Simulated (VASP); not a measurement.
Consider the following.

```
CELL_PARAMETERS angstrom
      0.00000     2.66847     2.66847
      2.66847     0.00000     2.66847
      2.66847     2.66847     0.00000
ATOMIC_POSITIONS crystal
  W  0.00000 0.00000 0.00000
  S  0.25000 0.25000 0.25000
```

Method: PBE GGA, VASP's PBE PAW potentials (set 64) (plane waves; VASP). Run with 400 eV cut-off, Gaussian smearing of 0.050 eV, potentials W_sv S.

Give the energies of bands 6 to 13 at the high-symmetry points, in eV from the Fermi level.

| band | Γ | X | U | L | W |
|---|---|---|---|---|---|
| 6 | -6.09 | -7.53 | -6.96 | -6.86 | -6.37 |
| 7 | -6.09 | -4.75 | -5.51 | -5.63 | -6.34 |
| 8 | -6.09 | -4.75 | -5.01 | -5.63 | -4.73 |
| 9 | -0.69 | -2.14 | -2.24 | -0.21 | -2.33 |
| 10 | -0.69 | -0.50 | -0.25 | -0.14 | -0.96 |
| 11 | 0.68 | 0.75 | -0.22 | -0.14 | 0.42 |
| 12 | 4.76 | 1.03 | 2.17 | 2.42 | 1.63 |
| 13 | 4.76 | 1.03 | 2.28 | 2.42 | 3.06 |

It has no gap at this level: it comes out as a metal or semimetal.

The structure was generated: WS was put into the zinc blende type (F-43m), which need not be its known phase. It was relaxed first, which changed the volume by -35 %.
